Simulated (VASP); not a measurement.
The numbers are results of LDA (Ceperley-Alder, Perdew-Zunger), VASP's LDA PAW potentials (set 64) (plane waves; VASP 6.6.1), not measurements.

The input files of a VASP run:

### POSCAR
```
BN
1.0
  1.2523169742  -2.1690768400   0.0000000000
  1.2523169742   2.1690768400   0.0000000000
  0.0000000000   0.0000000000   4.1445245156
B N
2 2
Cart
  1.2523169742  -0.7230270594   2.0737274570
  1.2523169742   0.7230270594   0.0014651992
  1.2523169742  -0.7230270594   3.6249937519
  1.2523169742   0.7230270594   1.5527314941
```

File KPOINTS:
```
Regular mesh
0
Gamma
  10 10 6
```

**INCAR**
```
EDIFF = 1E-6
ENCUT = 620
ISMEAR = 0
PSTRESS = 100   # kbar
LREAL = .FALSE.
PREC = Accurate
IBRION = 2   # conjugate gradients
SYSTEM = BN
LASPH = .TRUE.
SIGMA = 0.05   # width (eV)
EDIFFG = -0.02
NSW = 40
ALGO = Normal   # blocked Davidson
LWAVE = .FALSE.
LCHARG = .FALSE.
NELM = 100   # most electronic steps
ISIF = 3
```

POTCAR, in this order: B N (LDA.64 set). Program: vasp_std.

Output of the run:

**OUTCAR**
```
 ion  position               nearest neighbor table
   1  0.667  0.333  0.500-   4 1.54   4 1.54   4 1.54   3 1.55
   2  0.333  0.667  0.000-   3 1.54   3 1.54   3 1.54   4 1.55
   3  0.667  0.333  0.875-   2 1.54   2 1.54   2 1.54   1 1.55
   4  0.333  0.667  0.375-   1 1.54   1 1.54   1 1.54   2 1.55
  LATTYP: Found a hexagonal cell.
 ALAT       =     2.5046341333
 C/A-ratio  =     1.6547424873
 Subroutine PRICEL returns:
 Original cell was already a primitive cell.
 Subroutine GETGRP returns: Found 12 space group operations
The static configuration has the point symmetry C_3v.
 The point group associated with its full space group is C_6v.
The dynamic configuration has the point symmetry C_3v.
 Subroutine INISYM returns: Found 12 space group operations
 Subroutine IBZKPT returns following result:
 Found     56 irreducible k-points:

 Following reciprocal coordinates:
            Coordinates               Weight
  0.000000  0.000000  0.000000      1.000000
  0.100000  0.000000  0.000000      6.000000
  0.200000  0.000000  0.000000      6.000000
  0.300000 -0.000000  0.000000      6.000000
  0.400000  0.000000  0.000000      6.000000
...
```

File OSZICAR:
```
       N       E                     dE             d eps       ncg     rms          rms(c)
DAV:   1     0.573816741926E+02    0.57382E+02   -0.98528E+03  1344   0.150E+03
DAV:   2    -0.385816841693E+02   -0.95963E+02   -0.89391E+02  1952   0.282E+02
DAV:   3    -0.411919497477E+02   -0.26103E+01   -0.25980E+01  1784   0.462E+01
DAV:   4    -0.412049612124E+02   -0.13011E-01   -0.13006E-01  1692   0.351E+00
DAV:   5    -0.412050908027E+02   -0.12959E-03   -0.12957E-03  1752   0.326E-01    0.957E+00
DAV:   6    -0.390614096151E+02    0.21437E+01   -0.53017E+00  1596   0.191E+01    0.449E+00
DAV:   7    -0.388114713604E+02    0.24994E+00   -0.27267E-01  1600   0.476E+00    0.258E+00
DAV:   8    -0.387449271564E+02    0.66544E-01   -0.99831E-02  1532   0.276E+00    0.225E-01
DAV:   9    -0.387440853589E+02    0.84180E-03   -0.23711E-03  1748   0.478E-01    0.128E-01
DAV:  10    -0.387440442293E+02    0.41130E-04   -0.13712E-04  1616   0.124E-01    0.197E-02
DAV:  11    -0.387440414942E+02    0.27351E-05   -0.23842E-05  1688   0.405E-02    0.109E-02
DAV:  12    -0.387440413824E+02    0.11182E-06   -0.19085E-06  1076   0.138E-02
   1 F= -.37338695E+02 E0= -.37338695E+02  d E =-.373387E+02
```

File OUTCAR:
```
------------------------ aborting loop because EDIFF is reached ----------------------------------------
  FORCE on cell =-STRESS in cart. coord.  units (eV):
  Direction    XX          YY          ZZ          XY          YZ          ZX
  --------------------------------------------------------------------------------------
  Total        1.3997505      1.3997508      1.4182698      0.0000000      0.0000000      0.0000000
  in kB       99.6018245     99.6018441    100.9196036      0.0000000      0.0000000      0.0000000
  external PRESSURE =       0.0410907 kB  Pullay stress =     100.0000000 kB
  volume of cell :       22.52
      direct lattice vectors                 reciprocal lattice vectors
     1.252316974 -2.169076840  0.000000000     0.399259940 -0.230512811  0.000000000
     1.252316974  2.169076840  0.000000000     0.399259940  0.230512811  0.000000000
     0.000000000  0.000000000  4.144524516     0.000000000  0.000000000  0.241282202
  FREE ENERGIE OF THE ION-ELECTRON SYSTEM (eV)
  ---------------------------------------------------
  free  energy   TOTEN  =       -38.7440413824 eV

  energy  without entropy=      -38.7440413824  energy(sigma->0) =      -38.74404138
  enthalpy is  TOTEN    =       -37.3386951601 eV   P V=        1.4053462223

 reached required accuracy - stopping structural energy minimisation
```
(Selected blocks of OUTCAR.)

**OUTCAR**
```
 val. band max:        8.1768350107   @ k =   0.0000   0.0000   0.0000

 cond. band min:      13.2453206801   @ k =   0.3000   0.3000   0.0000


 Fermi energy:         8.4632574435

 k-point     1 :       0.0000    0.0000    0.0000
  band No.  band energies     occupation
      1     -12.6416      2.00000
      2      -8.2003      2.00000
      3      -3.2449      2.00000
      4       5.9382      2.00000
      5       5.9383      2.00000
      6       7.8652      2.00000
      7       8.1768      2.00000
      8       8.1768      2.00000
      9      16.6039      0.00000
     10      16.6040      0.00000
     11      16.9216      0.00000
     12      18.3846      0.00000

 k-point     2 :       0.1000    0.0000    0.0000
  band No.  band energies     occupation
      1     -12.4149      2.00000
      2      -8.0238      2.00000
      3      -3.0226      2.00000
      4       4.9471      2.00000
      5       5.5171      2.00000
      6       7.3648      2.00000
      7       7.6401      2.00000
      8       7.9386      2.00000
      9      16.3156      0.00000
     10      17.0540      0.00000
     11      17.2620      0.00000
     12      19.0274      0.00000

 k-point     3 :       0.2000    0.0000    0.0000
  band No.  band energies     occupation
      1     -11.7441      2.00000
      2      -7.5294      2.00000
      3      -2.3683      2.00000
      4       2.7125      2.00000
      5       4.6150      2.00000
      6       5.4636      2.00000
      7       6.9583      2.00000
      8       7.3240      2.00000
      9      15.8192      0.00000
     10      17.6934      0.00000
     11      17.9985      0.00000
     12      19.6487      0.00000

 k-point     4 :       0.3000   -0.0000    0.0000
  band No.  band energies     occupation
      1     -10.6654      2.00000
      2      -6.8753      2.00000
      3      -1.3430      2.00000
      4       0.3333      2.00000
      5       3.2420      2.00000
      6       3.7321      2.00000
...
```

The compound is BN in the wurtzite structure, a metastable high-pressure form. It was relaxed first under an external pressure of 10 GPa.
